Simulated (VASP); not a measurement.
Computed with LDA (Ceperley-Alder, Perdew-Zunger), VASP's LDA PAW potentials (set 64) (plane waves; VASP 6.6.1).

The input files of a VASP run:

**KPOINTS**
```
Automatic
0
gamma
 12 12 7
0 0 0
```

**INCAR**
```
! general
SYSTEM  = Zr
PREC    = Accurate
ENCUT   = 400
LREAL   = .FALSE.   ! projection in real space or not
LASPH   = .TRUE.   ! aspherical one-centre terms

! electronic loop
EDIFF   = 1E-6
NELM    = 100
ALGO    = Normal
LMAXMIX = 4   ! l cut-off of mixed one-centre charges

! smearing
ISMEAR  = 1   ! Methfessel-Paxton
SIGMA   = 0.1   ! width (eV)

! ions
IBRION  = 2
NSW     = 60
ISIF    = 3   ! ions, shape and volume
EDIFFG  = -0.01

! output
LWAVE   = .FALSE.
LCHARG  = .FALSE.
```

File POSCAR:
```
Zr
1
    3.1429450068     0.0000000000    -0.0000000000
   -1.5714725034     2.7218697914     0.0000000000
    0.0000000000    -0.0000000000     5.0939784552
Zr
2
Direct
  0.3333330000   0.6666670000   0.2500000000
  0.6666670000   0.3333330000   0.7500000000
```

POTCAR, in this order: Zr_sv (LDA.64 set). Program: vasp_std.

Problem. What does the run give for the energy per atom (σ→0), volume per atom, band gap (on the k-mesh)?

Solution. 
energy per atom (σ→0): -9.289 eV/atom
band gap (on the k-mesh): none (metal, semimetal or under 0.01 eV)
volume per atom: 21.77 Å³/atom

OSZICAR:
```
...
       N       E                     dE             d eps       ncg     rms          rms(c)
DAV:   1    -0.185773406727E+02   -0.83172E-04   -0.25300E-03  2872   0.535E-01    0.897E-02
DAV:   2    -0.185772743790E+02    0.66294E-04   -0.22470E-04  2984   0.146E-01    0.277E-02
DAV:   3    -0.185772603253E+02    0.14054E-04   -0.82046E-05  3656   0.706E-02    0.164E-02
DAV:   4    -0.185772624596E+02   -0.21342E-05   -0.71726E-06  2528   0.124E-02    0.672E-03
DAV:   5    -0.185772639719E+02   -0.15123E-05   -0.52753E-06  2552   0.148E-02    0.245E-03
DAV:   6    -0.185772639730E+02   -0.11114E-08   -0.42098E-07  1376   0.623E-03
   3 F= -.18577264E+02 E0= -.18577780E+02  d E =-.148302E-04
```

The structure comes from a computed database's Zr entry (P6_3/mmc); how it stands against other phases isn't given here. This run relaxes it. Symmetry was kept, so distortions that lower it aren't found. The start is the result of an earlier pass.
